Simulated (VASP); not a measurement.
Consider the following.

```yaml
crystal:
  lattice:
    - [0.00000, 3.48910, 3.48910]
    - [3.48910, 0.00000, 3.48910]
    - [3.48910, 3.48910, 0.00000]
  atoms:
    - { symbol: Na, position: [0.00000, 0.00000, 0.00000] }
    - { symbol: Cd, position: [0.25000, 0.25000, 0.25000] }
    - { symbol: Cd, position: [0.75000, 0.75000, 0.75000] }
    - { symbol: Cd, position: [0.50000, 0.50000, 0.50000] }
```

Method: PBEsol GGA, VASP's PBE PAW potentials (set 64) (plane waves; VASP). Numerical set-up: 400 eV cut-off, Gaussian smearing of 0.050 eV, potentials Na_pv Cd.

Problem. Give the energies of bands 19 to 24 at the high-symmetry points, in eV from the Fermi level.

Solution. 
```json
[
 {"band": "19", "Γ": "-8.02", "X": "-4.60", "U": "-4.37", "L": "-5.50", "W": "-4.01"},
 {"band": "20", "Γ": "1.44", "X": "-4.32", "U": "-4.18", "L": "-5.03", "W": "-3.77"},
 {"band": "21", "Γ": "1.98", "X": "-1.31", "U": "-3.34", "L": "0.98", "W": "-3.77"},
 {"band": "22", "Γ": "1.98", "X": "-1.31", "U": "-0.78", "L": "0.98", "W": "-2.18"},
 {"band": "23", "Γ": "1.98", "X": "-1.11", "U": "0.46", "L": "1.26", "W": "3.05"},
 {"band": "24", "Γ": "3.11", "X": "1.82", "U": "3.74", "L": "2.61", "W": "3.05"}
]
```

It has no gap at this level: it comes out as a metal or semimetal.

The structure comes from a computed database's NaCd3 entry (Fm-3m); how it stands against other phases isn't given here. It was relaxed first. The electron count is odd and the run is not spin-polarised, which forces a metal.
